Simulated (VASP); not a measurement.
The input files of a VASP run:

### INCAR
```
LREAL = .FALSE.   # projection in real space or not
PSTRESS = 50   # kbar
EDIFF = 1E-6   # SCF stop (eV)
ISIF = 3   # ions, shape and volume
NELM = 100   # most electronic steps
LCHARG = .FALSE.
LASPH = .TRUE.
GGA = PS   # PBEsol
PREC = Accurate
LMAXMIX = 4   # l cut-off of mixed one-centre charges
ISMEAR = 0   # Gaussian
IBRION = 2   # conjugate gradients
LWAVE = .FALSE.
SYSTEM = TlCl
ALGO = Normal   # blocked Davidson
NSW = 40   # most ionic steps
ENCUT = 500
EDIFFG = -0.02   # ionic stop
SIGMA = 0.05   # width (eV)
```

File KPOINTS:
```
Regular mesh
0
Gamma
7 7 7
```

### POSCAR
```
TlCl
1
    3.6148905200    -0.0000000000     0.0000000000
    0.0000000000     3.6148905200     0.0000000000
   -0.0000000000     0.0000000000     3.6148905200
Tl Cl
1 1
Direct
  0.0000000000   0.0000000000   0.0000000000
  0.5000000000   0.5000000000   0.5000000000
```

POTCAR, in this order: Tl_d Cl (PBE.64 set). Program: vasp_std.

Q: Translate this PBEsol calculation to Ansatz.

A: One equivalent input (not run):
Ansatz 0.2 input:
```yaml
crystal:
  lattice:
    - [3.6148905, 0.0000000, 0.0000000]
    - [0.0000000, 3.6148905, 0.0000000]
    - [0.0000000, 0.0000000, 3.6148905]
  atoms:
    - { symbol: Tl, position: [0.0000000, 0.0000000, 0.0000000] }
    - { symbol: Cl, position: [0.5000000, 0.5000000, 0.5000000] }
kpoints:
  mp_grid: { grid: [7, 7, 7] }
hamiltonian:
  xc: pbesol
  pseudopotentials: { kind: paw }
scf:
  occupations: { method: gaussian, width: 0.05 }
  max_iter: 100
relax:
  max_steps: 40
  f_tol: 0.02
  cell: { p_target: 5 }
output: { forces: true, stress: true, eigenvalues: true }
```
The two are equivalent in intent, not identical: each code has its own PAW files, so the cut-off isn't converted (ENCUT is set for VASP's; basis.ecutwfc is left out, and Ansatz then takes the one that its files recommend); Ansatz stops its SCF on the density residual and VASP on the energy change (EDIFF).

The compound is TlCl in the CsCl type structure. It was relaxed first under an external pressure of 5 GPa.
